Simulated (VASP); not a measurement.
CeSb2Rh2:

```xyz
5
Lattice="0.0000 4.4566 0.0000 4.4566 0.0000 0.0000 2.2283 2.2283 -5.0537" Properties=species:S:1:pos:R:3 pbc="T T T"
Sb    2.2283    2.2283   -1.2634
Sb    4.4566    4.4566   -3.7902
Ce    0.0000    0.0000    0.0000
Rh    2.2283    4.4566   -2.5268
Rh    4.4566    2.2283   -2.5268
```

The cell was built by a generator and needn't be a form met in nature.

Base run:

| Quantity | Value |
| --- | --- |
| Program | VASP 6.6.1 |
| Functional | PBE |
| Potentials or basis | VASP PAW PBE potentials, release 64 (Sb, Ce, Rh_pv) |
| Cutoff | 520 eV |
| k mesh | 5 × 5 × 5 |
| Occupations | fermi-dirac, width 0.1 eV |
| Spin | no spin polarisation |

Its results: band gap on the k mesh none (metal or under the smearing width); pressure 12.4 GPa; largest force 2.223 eV/Å.

Question: The run is repeated on the same cell with these changes: occupations from fermi-dirac, width 0.1 eV to tetrahedron; further incar settings from ALGO = Normal; EDIFF = 1e-07; NBANDS = 34 to ALGO = Normal; EDIFF = 1e-06; NBANDS = 34. What comes out?

Answer: Band gap on the k mesh none (metal or under the smearing width); pressure 11.9 GPa; largest force 2.139 eV/Å.

Caveats: without U or exact exchange the open f shell lies at the Fermi level, which spoils levels, moments and volumes; forces of over 1 eV/Å show positions far from the minimum, so gaps and moduli don't describe the material at rest.

Not every run made on this cell is shown here.
